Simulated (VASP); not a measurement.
Input:

```yaml
crystal:
  lattice:
    - [4.04885, 0.00000, 0.00000]
    - [-2.02442, 3.50640, 0.00000]
    - [0.00000, 0.00000, 6.67317]
  atoms:
    - { symbol: Ga, position: [0.33333, 0.66667, 0.99993] }
    - { symbol: Ga, position: [0.66667, 0.33333, 0.49993] }
    - { symbol: As, position: [0.33333, 0.66667, 0.37407] }
    - { symbol: As, position: [0.66667, 0.33333, 0.87407] }
```

The numbers are results of modified Becke-Johnson potential (mBJ), VASP's PBE PAW potentials (set 64) (plane waves; VASP), not measurements. Settings: 400 eV cut-off, 6×6×4 Γ-centred mesh, Gaussian smearing of 0.050 eV, potentials Ga_d As.

mBJ is a potential without an energy functional, so only the levels count.

Problem. Give the energies of bands 13 to 21 at the high-symmetry points, in eV from the valence-band maximum.

Solution. 
```
band      Γ      M      K      A      L      H
----  -----  -----  -----  -----  -----  -----
13    -6.10  -6.26  -5.74  -3.81  -6.14  -6.14
14    -1.12  -5.33  -5.74  -3.81  -6.14  -6.14
15    -1.12  -3.66  -4.02  -0.63  -1.95  -3.39
16    -0.15  -2.44  -2.71  -0.63  -1.95  -3.39
17     0.00  -2.08  -2.71  -0.63  -1.87  -1.56
18     0.00  -1.09  -2.50  -0.63  -1.87  -1.56
19     1.23   2.02   2.97   2.10   1.96   2.64
20     1.41   2.88   5.04   2.10   1.96   2.64
21     3.97   4.28   5.04   4.73   3.49   5.32
```

The gap is direct, 1.23 eV, from the valence maximum at Γ to the conduction minimum at Γ.

The structure comes from a computed database's GaAs entry (P6_3mc); how it stands against other phases isn't given here. It was relaxed first. The cell's shape comes from a PBE relaxation.
